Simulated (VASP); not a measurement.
The cell holds one K (bcc) (110) slab, with vacuum along c, ions free to move until forces fall under 0.03 eV/Å, no reconstruction beyond this cell, dipole correction on.

Input:

```xyz
3
Lattice="4.6184 0.0000 0.0000 -1.5395 4.3543 0.0000 0.0000 0.0000 26.4628" Properties=species:S:1:pos:R:3 pbc="T T T"
K      1.5395     2.1771     9.4605
K      0.0000     0.0000    13.2314
K      1.5395     2.1771    17.0023
```

Computed with r2SCAN meta-GGA, VASP's PBE PAW potentials (set 64) (plane waves; VASP). Settings: 400 eV cut-off, 7×7×1 Γ-centred mesh, first-order Methfessel-Paxton smearing of 0.10 eV, potentials K_sv.

Slab and bulk use different k-meshes, so the surface energy is good to a few per cent at best.

Problem. Predict its surface energy, work function, band gap (on the k-mesh).

Solution. 
```yaml
surface_energy: 0.12 J/m²
work_function: 2.34 eV
band gap (on the k-mesh): none (metal, semimetal or under 0.01 eV)
```

The cell is a thin slab with vacuum, built from K (bcc): (110) face.
